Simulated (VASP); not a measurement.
## Lattice of Silicon across functionals and dispersion corrections

Aim: relax Silicon at several levels and hold each cell against experiment. The levels: PBE, LDA, r2SCAN and PBE + D3(BJ). LASPH is on for some levels and off for others; the table marks which. The start is a cell from a database of measured crystal structures.

Calculated with VASP 6.6.1; PBE; plane waves and PAW (Si), in the first sound run; inputs show where later runs differ.

**What experiment says.**

“Periodic corner holes on the Si(111)-7×7 surface can trap silver atoms” (2022, pmc:9142567) quotes from earlier work for Si, diamond cubic (bulk crystal): lattice constant a (cubic lattice parameter, quoted experimental value) 5.431 Å [literature experimental value quoted without source or temperature in the computational …].

## Step 1: Starting point

Before any relaxation, the start is as follows. The structure is cubic, space group Fd-3m (No. 227). The conventional cell has a = 5.431 Å, b = 5.431 Å, c = 5.431 Å, α = 90.00°, β = 90.00°, γ = 90.00°. Nearest to Si lie 4 Si at 2.35 Å.

Structure file:

```xyz
2
Lattice="0.0000 2.7155 2.7155 2.7155 0.0000 2.7155 2.7155 2.7155 0.0000" Properties=species:S:1:pos:R:3 pbc="T T T"
Si    0.0000    0.0000    0.0000
Si    1.3577    1.3577    1.3577
```

## Step 2: Relaxation with PBE

Properties are meant for the cell that this level of theory prefers, so cell and atoms are relaxed first (ISIF = 3) until forces and stress are small; EDIFFG sets the threshold. PBE, the usual starting point, adds the gradient of the density.

INCAR

```
SYSTEM = Si
PREC = Accurate
ENCUT = 520
EDIFF = 1E-06
NELM = 100
ISMEAR = -1
SIGMA = 0.05
LREAL = .FALSE.
ALGO = Normal
GGA = PE
NBANDS = 10
LORBIT = 11
LWAVE = .FALSE.
LCHARG = .FALSE.
KPAR = 2
IBRION = 2
NSW = 60
ISIF = 3
EDIFFG = -0.01
```

POSCAR

```
Si
1.0
    0.0000000000      2.7154705000      2.7154705000
    2.7154705000      0.0000000000      2.7154705000
    2.7154705000      2.7154705000      0.0000000000
Si
2
Direct
    0.0000000000      0.0000000000      0.0000000000
    0.2500000000      0.2500000000      0.2500000000
```

KPOINTS

```
Automatic mesh
0
Gamma
7 7 7
0 0 0
```

PAW data sets: Si (PBE family, release 64).

The run is started by

```
$ mpirun -np 2 vasp_std
```

What it wrote:

```text
[banner, memory and clock lines left out]
running    2 mpi-ranks, on    1 nodes
 distrk:  each k-point on    1 cores,    2 groups
 distr:  one band on    1 cores,    1 groups

 POSCAR found type information on POSCAR Si
 POSCAR found :  1 types and       2 ions
 LDA part: xc-table for (Slater+PW92), standard interpolation
 POSCAR, INCAR and KPOINTS ok, starting setup
 FFT: planning ... GRIDC
 FFT: planning ... GRID_SOFT
 FFT: planning ... GRID
 WAVECAR not read
 entering main loop
       N       E                     dE             d eps       ncg     rms          rms(c)
DAV:   1     0.591935871805E+01    0.59194E+01   -0.33061E+03   400   0.631E+02
DAV:   2    -0.105621209030E+02   -0.16481E+02   -0.16077E+02   520   0.863E+01
DAV:   3    -0.110136381535E+02   -0.45152E+00   -0.45006E+00   532   0.124E+01
DAV:   4    -0.110172653149E+02   -0.36272E-02   -0.36256E-02   488   0.134E+00
DAV:   5    -0.110172951882E+02   -0.29873E-04   -0.29871E-04   480   0.114E-01    0.489E+00
DAV:   6    -0.108914530855E+02    0.12584E+00   -0.75314E-02   456   0.121E+00    0.298E+00
DAV:   7    -0.108340657769E+02    0.57387E-01   -0.14385E-01   458   0.179E+00    0.187E-01
DAV:   8    -0.108352751423E+02   -0.12094E-02   -0.51579E-03   470   0.424E-01    0.805E-02
DAV:   9    -0.108354761469E+02   -0.20100E-03   -0.19522E-04   520   0.919E-02    0.583E-02
DAV:  10    -0.108355013836E+02   -0.25237E-04   -0.24262E-05   446   0.303E-02    0.612E-03
DAV:  11    -0.108355017545E+02   -0.37090E-06   -0.15152E-06   528   0.705E-03
   1 F= -.10835502E+02 E0= -.10835474E+02  d E =-.108355E+02
 curvature:   0.00 expect dE= 0.000E+00 dE for cont linesearch  0.000E+00
 trial: gam= 0.00000 g(F)=  0.610E-49 g(S)=  0.173E-01 ort = 0.000E+00 (trialstep = 0.100E+01)
 search vector abs. value=  0.173E-01
 bond charge predicted
       N       E                     dE             d eps       ncg     rms          rms(c)
DAV:   1    -0.108449913255E+02   -0.94899E-02   -0.25186E-01   438   0.234E+00    0.469E-01
DAV:   2    -0.108406045031E+02    0.43868E-02   -0.45396E-03   436   0.385E-01    0.301E-01
DAV:   3    -0.108382403662E+02    0.23641E-02   -0.44907E-03   434   0.287E-01    0.900E-02
DAV:   4    -0.108382430503E+02   -0.26842E-05   -0.77250E-05   448   0.596E-02    0.776E-02
DAV:   5    -0.108382332006E+02    0.98498E-05   -0.13722E-05   434   0.219E-02    0.180E-02
DAV:   6    -0.108382335549E+02   -0.35435E-06   -0.22493E-07   252   0.348E-03
   2 F= -.10838234E+02 E0= -.10838218E+02  d E =-.273180E-02
 trial-energy change:   -0.002732  1 .order   -0.003016   -0.017324    0.011292
 step:   0.5910(harm=  0.6054)  dis= 0.00000  next Energy=   -10.840562 (dE=-0.506E-02)
 bond charge predicted
       N       E                     dE             d eps       ncg     rms          rms(c)
DAV:   1    -0.108416555027E+02   -0.34223E-02   -0.42851E-02   434   0.973E-01    0.195E-01
DAV:   2    -0.108409237265E+02    0.73178E-03   -0.77382E-04   438   0.158E-01    0.123E-01
DAV:   3    -0.108405391942E+02    0.38453E-03   -0.75556E-04   424   0.118E-01    0.385E-02
DAV:   4    -0.108405408123E+02   -0.16181E-05   -0.12686E-05   448   0.244E-02    0.335E-02
DAV:   5    -0.108405434075E+02   -0.25952E-05   -0.21536E-06   422   0.878E-03    0.777E-03
DAV:   6    -0.108405432355E+02    0.17203E-06   -0.36584E-08   206   0.144E-03
   3 F= -.10840543E+02 E0= -.10840523E+02  d E =-.504148E-02
 curvature:  -0.30 expect dE=-0.472E-07 dE for cont linesearch -0.472E-07
 trial: gam=-0.00299 g(F)=  0.291E-49 g(S)=  0.156E-06 ort = 0.520E-04 (trialstep = 0.918E+00)
 search vector abs. value=  0.101E-09
 reached required accuracy - stopping structural energy minimisation
```

Run time: 15 s. Hardware: 2 MPI ranks of AMD EPYC 7R43, shared host; peak memory 0.24 GiB.

Lines that name or quote the potential files are left out of all logs, and their timing lines are given in words.

From OUTCAR (step 2):

```text
ion  position               nearest neighbor table
   1  0.000  0.000  0.000-   2 2.35   2 2.35   2 2.35   2 2.35
   2  0.250  0.250  0.250-   1 2.35   1 2.35   1 2.35   1 2.35

  LATTYP: Found a face centered cubic cell.
 ALAT       =     5.4309410000

 Subroutine GETGRP returns: Found 48 space group operations
 (whereof 24 operations were pure point group operations)

The static configuration has the point symmetry T_d .
 The point group associated with its full space group is O_h .

 Found     20 irreducible k-points:

   k-points           NKPTS =     20   k-points in BZ     NKDIM =     20   number of bands    NBANDS=     10

   dimension x,y,z NGX =    30 NGY =   30 NGZ =   30
   dimension x,y,z NGXF=    60 NGYF=   60 NGZF=   60

   ENCUT  =  520.0 eV  38.22 Ry    6.18 a.u.   7.14  7.14  7.14*2*pi/ulx,y,z

   NELECT =       8.0000    total number of electrons

 k-points in reciprocal lattice and weights: Automatic mesh
   0.00000000  0.00000000  0.00000000       0.003
   0.14285714  0.00000000  0.00000000       0.023
   0.28571429  0.00000000  0.00000000       0.023
   0.42857143  0.00000000  0.00000000       0.023
   0.14285714  0.14285714  0.00000000       0.017
   0.28571429  0.14285714  0.00000000       0.070
   0.42857143  0.14285714  0.00000000       0.070
  -0.42857143  0.14285714  0.00000000       0.070
  -0.28571429  0.14285714  0.00000000       0.070
[...]
-0.42857143  0.42857143  0.14285714       0.070
  -0.28571429  0.42857143  0.14285714       0.070

 average (electrostatic) potential at core
       1 -83.4781       2 -83.4781

 E-fermi :   5.9070

 k-point     1 :       0.0000    0.0000    0.0000
  band No.  band energies     occupation
      1      -6.1959      2.00000
      2       5.6191      1.99371
      3       5.6191      1.99371
      4       5.6191      1.99371
      5       8.1745      0.00000
      6       8.1745      0.00000
      7       8.1745      0.00000
      8       8.7526      0.00000
      9      13.3264      0.00000
    ...

 k-point     2 :       0.1429    0.0000    0.0000
  band No.  band energies     occupation
      1      -5.9345      2.00000
      2       3.6989      2.00000
      3       5.2695      1.99999
      4       5.2695      1.99999
      5       7.9964      0.00000
      6       8.6858      0.00000
      7       8.6858      0.00000
      8      10.4687      0.00000
      9      12.7776      0.00000
    ...

 k-point     3 :       0.2857    0.0000    0.0000
  band No.  band energies     occupation
      1      -5.1822      2.00000
      2       1.1162      2.00000
      3       4.7618      2.00000
      4       4.7618      2.00000
      5       7.4530      0.00000
      6       9.1426      0.00000
      7       9.1426      0.00000
      8      12.9309      0.00000
      9      13.0571      0.00000
    ...

  Total        0.0014689      0.0014689      0.0014689      0.0000000      0.0000000      0.0000000
  in kB        0.0575551      0.0575551      0.0575551      0.0000000      0.0000000      0.0000000
  external PRESSURE =       0.0575551 kB  Pullay stress =       0.0000000 kB

  energy-cutoff  :      520.00
  volume of cell :       40.89
      direct lattice vectors                 reciprocal lattice vectors
     0.000000000  2.734411003  2.734411003    -0.182854735  0.182854735  0.182854735
     2.734411003  0.000000000  2.734411003     0.182854735 -0.182854735  0.182854735
     2.734411003  2.734411003  0.000000000     0.182854735  0.182854735 -0.182854735

 POSITION                                       TOTAL-FORCE (eV/Angst)
 -----------------------------------------------------------------------------------
      0.00000      0.00000      0.00000         0.000000      0.000000      0.000000
      1.36721      1.36721      1.36721        -0.000000     -0.000000     -0.000000
 -----------------------------------------------------------------------------------
    total drift:                               -0.000000     -0.000000     -0.000000

  FREE ENERGIE OF THE ION-ELECTRON SYSTEM (eV)
  ---------------------------------------------------
  free  energy   TOTEN  =       -10.8405432355 eV

  energy  without entropy=      -10.8405036733  energy(sigma->0) =      -10.84052345

 reached required accuracy - stopping structural energy minimisation

 total charge
# of ion       s       p       d       tot
------------------------------------------
    1        0.750   0.929   0.000   1.679
    2        0.750   0.929   0.000   1.679
--------------------------------------------------
tot          1.499   1.859   0.000   3.358

[... 3 further parts left out ...]
```

The gap is read on the k-mesh alone, so it is an upper bound where the band edges lie off the mesh. The run keeps the 48 symmetry operations of its start, so it cannot find a distortion of lower symmetry.

Relaxation path:

```tsv
step	energy less that of the first step (eV)	largest force (eV/Å)	pressure (GPa)	volume (Å³)
1	0.0000	0.0000	1.96	40.05
2	-0.0027	0.0000	-1.23	41.48
3	-0.0050	0.0000	0.01	40.89
```

```tsv
conventional cell, symmetrised	before	after	change
a (Å)	5.431	5.469	+0.7 %
b (Å)	5.431	5.469	+0.7 %
c (Å)	5.431	5.469	+0.7 %
volume (Å³/atom)	20.02	20.45	+2.1 %
```

Final coordinates:

```
Si
1.0
     0.00000    2.73441    2.73441
     2.73441    0.00000    2.73441
     2.73441    2.73441    0.00000
Si
2
Cartesian
  0.0000 0.0000 0.0000
  1.3672 1.3672 1.3672
```

This step gave:

```yaml
electrons: 8
bands: 10
irreducible_k_points: 20
symmetry_operations: 48
free_energy_toten: -10.84 eV
fermi_energy: 5.907 eV
pressure: 0.005756 GPa
metallic: no
valence_top_at_k: 0, 0, 0
conduction_bottom_at_k: 0.4286, 0.4286, 0
least_direct_gap_at_k: 0, 0, 0
scf_cycles_over_all_ionic_steps: 23
gap_on_the_k_mesh: 0.6106 eV
least_direct_gap_on_the_k_mesh: 2.555 eV
```

It ends with forces that vanish by symmetry and a pressure of 0.01 GPa. The volume lies +2.1 % from that of the database's start. The conventional cell has a = 5.469 Å.

## Step 3: Relaxation with LDA

This step: LDA; plane waves and PAW (Si) (VASP 6.6.1).

LDA, the lowest rung, knows the local density alone.

INCAR: that of step 2 with these lines changed.

```diff
@@ -9,3 +9,3 @@
 ALGO = Normal
-GGA = PE
+GGA = CA
 NBANDS = 10
```

POSCAR is that of step 2.

KPOINTS is that of step 2.

The run is started by

```
$ mpirun -np 2 vasp_std
```

What it wrote:

```text
[banner, memory and clock lines left out]
running    2 mpi-ranks, on    1 nodes
 distrk:  each k-point on    1 cores,    2 groups
 distr:  one band on    1 cores,    1 groups

 POSCAR found type information on POSCAR Si
 POSCAR found :  1 types and       2 ions
|                                                                             |
|               ----> ADVICE to this user running VASP <----                  |
|                                                                             |
|     You enforced a specific xc type in the INCAR file but a different       |
|     [... a line on the potential file left out ...]
|     I HOPE YOU KNOW WHAT YOU ARE DOING!                                     |
|                                                                             |

 LDA part: xc-table for (Slater(with rela. corr.)+CA(PZ))
 , standard interpolation
 POSCAR, INCAR and KPOINTS ok, starting setup
 FFT: planning ... GRIDC
 FFT: planning ... GRID_SOFT
 FFT: planning ... GRID
 WAVECAR not read
 entering main loop
       N       E                     dE             d eps       ncg     rms          rms(c)
DAV:   1     0.496161484126E+01    0.49616E+01   -0.33021E+03   400   0.631E+02
DAV:   2    -0.116297300555E+02   -0.16591E+02   -0.16185E+02   528   0.864E+01
DAV:   3    -0.120894757199E+02   -0.45975E+00   -0.45829E+00   532   0.125E+01
DAV:   4    -0.120931011791E+02   -0.36255E-02   -0.36240E-02   506   0.134E+00
DAV:   5    -0.120931286296E+02   -0.27451E-04   -0.27449E-04   466   0.108E-01    0.400E+00
DAV:   6    -0.119088919403E+02    0.18424E+00   -0.11582E-01   458   0.144E+00    0.239E+00
DAV:   7    -0.118266598332E+02    0.82232E-01   -0.19919E-01   470   0.194E+00    0.243E-01
DAV:   8    -0.118268662527E+02   -0.20642E-03   -0.68060E-03   460   0.492E-01    0.662E-02
DAV:   9    -0.118268329234E+02    0.33329E-04   -0.19916E-04   508   0.805E-02    0.472E-02
DAV:  10    -0.118268381632E+02   -0.52398E-05   -0.11060E-05   468   0.221E-02    0.199E-02
DAV:  11    -0.118268381410E+02    0.22197E-07   -0.36436E-07   274   0.384E-03
   1 F= -.11826838E+02 E0= -.11826772E+02  d E =-.118268E+02
 curvature:   0.00 expect dE= 0.000E+00 dE for cont linesearch  0.000E+00
 trial: gam= 0.00000 g(F)=  0.802E-50 g(S)=  0.380E-02 ort = 0.000E+00 (trialstep = 0.100E+01)
 search vector abs. value=  0.380E-02
 bond charge predicted
       N       E                     dE             d eps       ncg     rms          rms(c)
DAV:   1    -0.118292029933E+02   -0.23648E-02   -0.59731E-02   434   0.115E+00    0.210E-01
DAV:   2    -0.118279762644E+02    0.12267E-02   -0.14014E-03   444   0.207E-01    0.130E-01
DAV:   3    -0.118273993688E+02    0.57690E-03   -0.12631E-03   430   0.150E-01    0.292E-02
DAV:   4    -0.118273978333E+02    0.15355E-05   -0.18569E-05   462   0.297E-02    0.254E-02
DAV:   5    -0.118273948927E+02    0.29407E-05   -0.85568E-07   310   0.627E-03    0.349E-03
DAV:   6    -0.118273948725E+02    0.20123E-07   -0.94931E-08   218   0.205E-03
   2 F= -.11827395E+02 E0= -.11827311E+02  d E =-.556732E-03
 trial-energy change:   -0.000557  1 .order   -0.000534   -0.003803    0.002735
 step:   0.5867(harm=  0.5816)  dis= 0.00000  next Energy=   -11.827958 (dE=-0.112E-02)
 bond charge predicted
       N       E                     dE             d eps       ncg     rms          rms(c)
DAV:   1    -0.118282691490E+02   -0.87426E-03   -0.10134E-02   430   0.473E-01    0.863E-02
DAV:   2    -0.118280603609E+02    0.20879E-03   -0.23566E-04   436   0.852E-02    0.535E-02
DAV:   3    -0.118279618703E+02    0.98491E-04   -0.21552E-04   426   0.619E-02    0.118E-02
DAV:   4    -0.118279616179E+02    0.25241E-06   -0.31790E-06   462   0.122E-02
   3 F= -.11827962E+02 E0= -.11827885E+02  d E =-.112348E-02
 curvature:  -0.29 expect dE=-0.148E-08 dE for cont linesearch -0.148E-08
 trial: gam= 0.00000 g(F)=  0.486E-50 g(S)=  0.510E-08 ort =-0.441E-05 (trialstep = 0.917E+00)
 search vector abs. value=  0.520E-08
 reached required accuracy - stopping structural energy minimisation
```

Run time: 9.8 s. Hardware: 2 MPI ranks; peak memory 0.21 GiB.

From OUTCAR (step 3):

```text
 Found     20 irreducible k-points:

   NELECT =       8.0000    total number of electrons

 E-fermi :   5.9878

 k-point     1 :       0.0000    0.0000    0.0000
  band No.  band energies     occupation
      1      -6.2622      2.00000
      2       5.7810      1.96852
      3       5.7810      1.96852
      4       5.7810      1.96852
      5       8.3076      0.00000
      6       8.3076      0.00000
      7       8.3076      0.00000
      8       9.1061      0.00000
      9      13.4801      0.00000
    ...

 k-point     2 :       0.1429    0.0000    0.0000
  band No.  band energies     occupation
      1      -5.9935      2.00000
      2       3.8236      2.00000
      3       5.4166      1.99998
      4       5.4166      1.99998
      5       8.1686      0.00000
      6       8.8367      0.00000
      7       8.8367      0.00000
      8      10.7665      0.00000
      9      12.9625      0.00000
    ...

  Total        0.0002655      0.0002655      0.0002655      0.0000000     -0.0000000     -0.0000000
  in kB        0.0107279      0.0107279      0.0107279      0.0000000     -0.0000000     -0.0000000
  external PRESSURE =       0.0107279 kB  Pullay stress =       0.0000000 kB

  energy-cutoff  :      520.00
  volume of cell :       39.66
      direct lattice vectors                 reciprocal lattice vectors
    -0.000000000  2.706660188  2.706660188    -0.184729506  0.184729506  0.184729506
     2.706660188  0.000000000  2.706660188     0.184729506 -0.184729506  0.184729506
     2.706660188  2.706660188  0.000000000     0.184729506  0.184729506 -0.184729506

 POSITION                                       TOTAL-FORCE (eV/Angst)
 -----------------------------------------------------------------------------------
      0.00000      0.00000      0.00000        -0.000000      0.000000      0.000000
      1.35333      1.35333      1.35333         0.000000     -0.000000     -0.000000
 -----------------------------------------------------------------------------------
    total drift:                               -0.000000     -0.000000     -0.000000

  FREE ENERGIE OF THE ION-ELECTRON SYSTEM (eV)
  ---------------------------------------------------
  free  energy   TOTEN  =       -11.8279616179 eV

  energy  without entropy=      -11.8278086318  energy(sigma->0) =      -11.82788512

 total charge
# of ion       s       p       d       tot
------------------------------------------
    1        0.751   0.947   0.000   1.697
    2        0.751   0.947   0.000   1.697
--------------------------------------------------
tot          1.501   1.893   0.000   3.394

[... 9 parts as in an earlier step ...]

[... 5 further parts left out ...]
```

CONTCAR:

```
Si
   1.00000000000000
    -0.0000000000000000    2.7066601883480828    2.7066601883480828
     2.7066601883480828    0.0000000000000000    2.7066601883480828
     2.7066601883480828    2.7066601883480828    0.0000000000000000
  Si
     2
Direct
     0.0000000000000000    0.0000000000000000    0.0000000000000000
     0.2500000000000000    0.2500000000000000    0.2500000000000000
```

The PAW data sets were made with PBE, though LDA sets exist; this is a small mismatch.

The steps of the relaxation:

```tsv
step	energy less that of the first step (eV)	largest force (eV/Å)	pressure (GPa)	volume (Å³)
1	0.0000	0.0000	-0.92	40.05
2	-0.0006	0.0000	0.67	39.39
3	-0.0011	0.0000	0.00	39.66
```

```tsv
conventional cell, symmetrised	before	after	change
a (Å)	5.431	5.413	-0.3 %
b (Å)	5.431	5.413	-0.3 %
c (Å)	5.431	5.413	-0.3 %
volume (Å³/atom)	20.02	19.83	-1.0 %
```

The relaxed structure:

```xyz
2
Lattice="0.0000 2.7067 2.7067 2.7067 0.0000 2.7067 2.7067 2.7067 0.0000" Properties=species:S:1:pos:R:3 pbc="T T T"
Si    0.0000    0.0000    0.0000
Si    1.3533    1.3533    1.3533
```

This step gave:

```yaml
free_energy_toten: -11.83 eV
energy_at_zero_smearing: -11.83 eV
fermi_energy: 5.988 eV
pressure: 0.001073 GPa
scf_cycles_over_all_ionic_steps: 21
gap_on_the_k_mesh: 0.4486 eV
least_direct_gap_on_the_k_mesh: 2.527 eV
```

It ends at 19.83 Å³/atom, -1.0 % from the start, with 0.00 GPa left. The conventional cell has a = 5.413 Å.

(Part 1 of 2 ends here.)

[Lines on the potential files, build, host, timing and source positions are cut from VASP's logs without a mark.]

[Logs are printed without paths, hosts, clocks, repeated set-up lines and the standing remarks that a program may print on its own settings, such as how far it seeks lower states.]

[Hosts, paths, dates, database ids (printed as entryN), source tags and the programs' standing remarks are cut or masked in the printed files.]

[A measured line is paired with the nearest computed mode of its activity, which favours agreement.]
